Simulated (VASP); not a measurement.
Input of a VASP 6.6.1 run:

File POSCAR:

```
Sb3N
1.0
    5.1034030000      0.0000000000      0.0000000000
   -2.5517020000      4.4196810000      0.0000000000
    0.0000000000      0.0000000000      9.0481690000
N Sb
2 6
Direct
    0.3333000000      0.6667000000      0.2500000000
    0.6666000000      0.3333000000      0.7500000000
    0.0000000000      0.0000000000      0.2500000000
    0.0000000000      0.0000000000      0.7500000000
    0.3333000000      0.6667000000      0.5833000000
    0.6666000000      0.3333000000      0.0833000000
    0.3333000000      0.6667000000      0.9167000000
    0.6667000000      0.3334000000      0.4167000000
```

The input INCAR.step1:

```
PREC     = Accurate       # precision mode
ENCUT    = 520            # plane-wave cutoff, eV
EDIFF    = 1E-5           # SCF threshold, eV
ISMEAR   = 0              # smearing method
SIGMA    = 0.2453         # smearing width, eV
LREAL    = False          # projectors in reciprocal space
LASPH    = True           # aspherical terms in the spheres
NELM     = 80             # most SCF steps
ALGO     = Normal         # electronic algorithm
ISIF     = 2              # what is computed and relaxed
LWAVE    = True           # write WAVECAR
LCHARG   = False          # write CHGCAR
NBANDS   = 30             # bands
GGA      = PE             # functional
```

File INCAR.step2:

```
PREC     = Accurate       # precision mode
ENCUT    = 520            # plane-wave cutoff, eV
EDIFF    = 1E-7           # SCF threshold, eV
ISMEAR   = 0              # smearing method
SIGMA    = 0.2453         # smearing width, eV
LREAL    = False          # projectors in reciprocal space
LASPH    = True           # aspherical terms in the spheres
NELM     = 80             # most SCF steps
ALGO     = Normal         # electronic algorithm
ISIF     = 2              # what is computed and relaxed
LWAVE    = False          # write WAVECAR
LCHARG   = False          # write CHGCAR
GGA      = PE             # functional
LHFCALC  = True           # exact exchange
AEXX     = 0.25           # exact-exchange fraction
PRECFOCK = Fast         
HFRCUT   = -1           
NBANDS   = 30             # bands
ISTART   = 1
```

The input KPOINTS:

```
regular mesh
0
Gamma
  3 3 1
```

Potentials or basis: VASP PAW PBE potentials, release 64 (N, Sb).

Run with:

```console
$ cat potpaw_PBE.64/N/POTCAR potpaw_PBE.64/Sb/POTCAR > POTCAR
$ cp INCAR.step1 INCAR
$ mpirun -np 1 vasp_std > vasp.out
$ cp INCAR.step2 INCAR
$ mpirun -np 1 vasp_std > vasp.out
```

(1) Estimate the largest force.

(2) What does it give for the band gap on the k mesh?

(3) Estimate the pressure.

Results:

(1) 0.555 eV/Å.

(2) none (metal or under the smearing width).

(3) -15.3 GPa.

Caveat: the k mesh is coarse (spacing up to 0.69 Å⁻¹), so the values aren't converged, least of all with exact exchange; so large a pressure means that the cell lies far from this level's equilibrium, or that cutoff or potentials fall short; the potentials were made for another functional, which shifts forces and pressure.
